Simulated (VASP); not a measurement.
# LiCl: structure and properties in VASP, part 5 of 5

Wanted: the relaxed cell of LiCl and its properties. The start is a cell from a database of measured crystal structures.

VASP 6.6.1; LDA; plane waves and PAW (Li_sv, Cl).

So far. Step 13 (Volume scan with LDA, volume scale 1.04): The run ends at a pressure of -1.49 GPa.

The database entry behind the starting cell differs from later determinations by our own check (0.1 to 0.3 % short, probably kX units), so it need not match the best structure at ambient conditions.

## (14) Volume scan with LDA, volume scale 1.06

A prediction first. A parabola through the 6 pressures of evenly scaled cells so far, P = -0.02 -41.2 t +93 t² GPa with t = ln(V/V₁) and V₁ the volume at scale 1, gives -2.10 GPa at t = +0.0583.

The input, INCAR:

```
SYSTEM = LiCl
PREC = Accurate
ENCUT = 650
EDIFF = 1E-06
NELM = 100
ISMEAR = 0
SIGMA = 0.05
LREAL = .FALSE.
ALGO = Normal
GGA = CA
NBANDS = 11
LORBIT = 11
LWAVE = .FALSE.
LCHARG = .FALSE.
KPAR = 2
ISIF = 2
```

The input, POSCAR:

```
LiCl
1.0
    0.0000000000      2.5293695266      2.5293695266
    2.5293695266      0.0000000000      2.5293695266
    2.5293695266      2.5293695266      0.0000000000
Li Cl
1 1
Direct
    0.0000000000      0.0000000000      0.0000000000
    0.5000000000      0.5000000000      0.5000000000
```

The input, KPOINTS:

```
Automatic mesh
0
Gamma
8 8 8
0 0 0
```

Potentials, in the order of the species: Li_sv and Cl (LDA family, release 64).

On the command line:

```bash
mpirun -np 2 vasp_std
```

The program printed:

```text
[... set-up lines as in an earlier step ...]
 entering main loop
       N       E                     dE             d eps       ncg     rms          rms(c)
DAV:   1     0.434185333608E+02    0.43419E+02   -0.44515E+03   638   0.963E+02
DAV:   2    -0.531603734713E+01   -0.48735E+02   -0.45741E+02   814   0.164E+02
DAV:   3    -0.808575917455E+01   -0.27697E+01   -0.27581E+01   832   0.388E+01
DAV:   4    -0.815621494890E+01   -0.70456E-01   -0.70390E-01   919   0.608E+00
[...]
DAV:   9    -0.808370813788E+01    0.23148E-04   -0.12226E-04   814   0.803E-02    0.290E-02
DAV:  10    -0.808371693433E+01   -0.87964E-05   -0.85049E-06   779   0.222E-02    0.908E-03
DAV:  11    -0.808371676686E+01    0.16747E-06   -0.13238E-06   595   0.817E-03
   1 F= -.80837168E+01 E0= -.80837168E+01  d E =-.239045E-27
```

It took 9.8 s on 2 MPI ranks of Intel Xeon Platinum 8488C (Sapphire Rapids), shared host; peak memory 0.26 GiB; 18 s of CPU time.

From OUTCAR (step 14):

```text
  Total       -0.4286534     -0.4286534     -0.4286534      0.0000000     -0.0000000      0.0000000
  in kB      -21.2202284    -21.2202284    -21.2202284      0.0000000     -0.0000000      0.0000000
  external PRESSURE =     -21.2202284 kB  Pullay stress =       0.0000000 kB

 POSITION                                       TOTAL-FORCE (eV/Angst)
 -----------------------------------------------------------------------------------
      0.00000      0.00000      0.00000         0.000000      0.000000      0.000000
      2.52937      2.52937      2.52937        -0.000000     -0.000000     -0.000000
 -----------------------------------------------------------------------------------
    total drift:                               -0.000000     -0.000000      0.000000

  FREE ENERGIE OF THE ION-ELECTRON SYSTEM (eV)
  ---------------------------------------------------
  free  energy   TOTEN  =        -8.0837167669 eV

  energy  without entropy=       -8.0837167669  energy(sigma->0) =       -8.08371677

[... 1 part as in an earlier step ...]

[... 2 further parts left out ...]
[key lines of the parts left out:]
E-fermi :   1.1503
```

The pressure falls from -1.49 to -2.12 GPa. The parabola predicted -2.10 GPa, +0.02 GPa off.

## (15) Comparing the runs

Times are for 2 MPI ranks of Intel Xeon Platinum 8488C (Sapphire Rapids), shared host. The runs compared:

```
no.  volume scale  energy above the lowest point (meV/atom)  pressure (GPa)  gap on the k-mesh (eV)   time  memory (GiB)
  1          0.94                                      8.44           2.892                   6.574  9.2 s          0.26
  2          0.96                                      3.73           1.816                   6.555  6.2 s          0.27
  3          0.98                                         1          0.8510                   6.535  9.2 s          0.26
  4             1                                         0        -0.01666                   6.515  8.6 s          0.26
  5          1.02                                       0.6         -0.7947                   6.493  6.2 s          0.27
  6          1.04                                      2.59          -1.495                   6.368  7.8 s          0.26
  7          1.06                                      5.86          -2.122                   6.249  9.8 s          0.26
```

## (16) Fit for LDA

This step: Birch-Murnaghan fit, LDA; plane waves and PAW (VASP 6.6.1).

No new run; the numbers come from the runs before.

Numbers from this step:

```yaml
pressure_derivative_of_the_bulk_modulus: 4.457
r_m_s_error_of_the_fit: 4.39e-6 eV/atom
minimum_inside_the_sampled_range: yes
bulk_modulus: 40.85 GPa
equilibrium_volume_of_the_fit: 15.30 Å³/atom
```

Energy above the fitted minimum against volume:

```
volume (Å³/atom)  energy above the fitted minimum (eV/atom)
          14.350                                    0.00844
          14.656                                    0.00374
          14.961                                     1.0e-3
          15.266                                     1.8e-6
          15.572                                     6.0e-4
          15.877                                    0.00259
          16.182                                    0.00586
```

The fitted volume lies +0.22 % from the relaxed one. At a finite cutoff and mesh the minimum of the energy and the zero of the stress don't quite coincide, and the relaxation stops at a threshold.

## (17) What came out

```
relaxed volume                            : 15.27 Å³/atom
relaxed conventional cell a, b, c         : 4.961, 4.961, 4.961 Å
space group after relaxing, within 0.02 Å : Fm-3m (No. 225)
band gap                                  : 6.51 eV, indirect (least direct gap of that run 6.62 eV)
gap on the dense mesh                     : 6.54 eV
electronic dielectric constant, mean      : 3.19
bulk modulus from the fit                 : 40.9 GPa
volume from the fit                       : 15.3 Å³/atom
```

What this shows: With LDA, LiCl relaxes to 15.27 Å³/atom in space group Fm-3m (held by the symmetry of the run), has an indirect gap of 6.51 eV and has a bulk modulus of 40.9 GPa. Against the listed cell the volume lies -9.5 %. Bands along the symmetry lines (LDA): On this path the gap is indirect, 6.51 eV, with the valence top between K and Γ and the conduction bottom at L. The least direct gap is 6.62 eV. Response to an electric field (LDA): The electronic dielectric tensor with local fields is isotropic, 3.19. Response to an electric field (LDA): Mean Born effective charge: Li1 1.17, Cl2 -1.17 e. Semilocal functionals usually underestimate gaps. No search among competing phases was made, and a listed structure need not be the one stable at ambient conditions. All values are for a static lattice at zero temperature.

[Lines on the potential files, build, host, timing and source positions are cut from VASP's logs without a mark.]

[Logs are printed without paths, hosts, clocks, repeated set-up lines and the standing remarks that a program may print on its own settings, such as how far it seeks lower states.]

[Hosts, paths, dates, database ids (printed as entryN), source tags and the programs' standing remarks are cut or masked in the printed files.]

[Measured values are set beside computed ones only where the two were judged alike; some that the calculation misses by far are left out.]
